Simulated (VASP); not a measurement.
The system is OZnH2, in a box.

```
O Zn H
1.0
    10.00000    0.00000    0.00000
     0.00000   13.00000    0.00000
     0.00000    0.00000   11.00000
O Zn H
1 1 2
Direct
  0.53572 0.41410 0.56627
  0.50468 0.53484 0.49653
  0.46688 0.36302 0.56196
  0.48787 0.64022 0.43991
```

Base run:

```yaml
Program: VASP 6.6.1
Functional: r2SCAN0
Dispersion: D3(BJ)
Potentials_or_basis: VASP PAW PBE potentials, release 64 (O_s, Zn, H_s)
Cutoff: 400 eV
k_mesh: 1 × 1 × 1
Occupations: gaussian, width 0.01 eV
Spin: no spin polarisation
```

Its results: gap between the frontier levels 8.10 eV; largest force 1.280 eV/Å.

Task: The run is repeated on the same cell with these changes: functional from r2SCAN0 to PBE; further incar settings from ALGO = Normal; EDIFF = 1e-06; NBANDS = 18 to ALGO = Normal; EDIFF = 1e-06. What comes out?

Result: Gap between the frontier levels 5.34 eV; largest force 1.983 eV/Å.

Caveats: the PAW data sets were made with another functional, which shifts forces and pressure a little (some runs).

